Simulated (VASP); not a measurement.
Computed with PBE GGA, VASP's PBE PAW potentials (set 64) (plane waves; VASP).

A VASP calculation is set up with these files.

KPOINTS:
```
Automatic mesh
0
Gamma
15 15 15
0 0 0
```

**POSCAR**
```
Nb
1
   -1.6711389081     1.6711389081     1.6711389081
    1.6711389081    -1.6711389081     1.6711389081
    1.6711389081     1.6711389081    -1.6711389081
Nb
1
Direct
  0.0000000000   0.0000000000   0.0000000000
```

**INCAR**
```
# general
SYSTEM  = Nb
PREC    = Accurate
ENCUT   = 520
LREAL   = .FALSE.
LASPH   = .TRUE.

# electronic loop
EDIFF   = 1E-7
NELM    = 100
ALGO    = Normal
LMAXMIX = 4

# smearing
ISMEAR  = 1
SIGMA   = 0.1

# functional
GGA     = PE

# ions
ISIF    = 2

# output
LWAVE   = .FALSE.
LCHARG  = .FALSE.
```

POTCAR, in this order: Nb_sv (PBE.64 set). Program: vasp_std.

### Question
Estimate the energy per atom (σ→0), pressure, band gap (on the k-mesh).

### Answer

| Quantity | Value |
|---|---|
| energy per atom (σ→0) | -10.206 eV/atom |
| band gap (on the k-mesh) | none (metal, semimetal or under 0.01 eV) |
| pressure | -4.87 GPa |

### OSZICAR
```
...
DAV:   6    -0.102499857331E+02    0.41592E+00   -0.82143E-01  3702   0.120E+01    0.234E+00
DAV:   7    -0.102015331282E+02    0.48453E-01   -0.24729E-01  3752   0.649E+00    0.975E-01
DAV:   8    -0.102065554777E+02   -0.50223E-02   -0.12638E-02  2720   0.169E+00    0.806E-02
DAV:   9    -0.102065498887E+02    0.55890E-05   -0.13525E-03  4204   0.462E-01    0.382E-02
DAV:  10    -0.102065651052E+02   -0.15216E-04   -0.30822E-05  2822   0.887E-02    0.134E-02
DAV:  11    -0.102065589063E+02    0.61989E-05   -0.45810E-06  3420   0.365E-02    0.255E-03
DAV:  12    -0.102065589477E+02   -0.41444E-07   -0.69816E-08  1682   0.436E-03
   1 F= -.10206559E+02 E0= -.10206156E+02  d E =-.120966E-02
```

The compound is Nb in the bcc structure. This cell is one point of a volume scan, at 1.03 of the reference volume.
